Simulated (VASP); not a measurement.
**RhB (relaxed from the CsCl type structure, space group Pm-3m): computed properties**

Level of theory: PBEsol GGA, VASP's PBE PAW potentials (set 64) (plane waves; VASP 6.6.1).

```yaml
space_group: Pm-3m (221)
cell: a = 2.6802 Å, b = 2.6802 Å, c = 2.6802 Å, α = 90.00°, β = 90.00°, γ = 90.00°
volume_per_atom: 9.63 Å^3/atom
band gap (over mesh and band path): none (metal, semimetal or under 0.01 eV)
density: 9.81 g/cm³
```

```cif
data_BRh
_chemical_formula_sum 'Rh1 B1'
_space_group_name_H-M_alt 'Pm-3m'
_space_group_IT_number 221
_space_group_name_Hall '-P 4 2 3'
_cell_length_a 2.68023
_cell_length_b 2.68023
_cell_length_c 2.68023
_cell_angle_alpha 90.000
_cell_angle_beta 90.000
_cell_angle_gamma 90.000
loop_
_atom_site_label
_atom_site_type_symbol
_atom_site_symmetry_multiplicity
_atom_site_Wyckoff_symbol
_atom_site_fract_x
_atom_site_fract_y
_atom_site_fract_z
_atom_site_occupancy
Rh1 Rh 1 a 0.00000 0.00000 0.00000 1
B1 B 1 b 0.50000 0.50000 0.50000 1
```

The structure was generated: RhB was put into the CsCl type type (Pm-3m), which need not be its known phase. It was relaxed first, which changed the volume by -24 %. Symmetry was kept, so distortions that lower it aren't found.
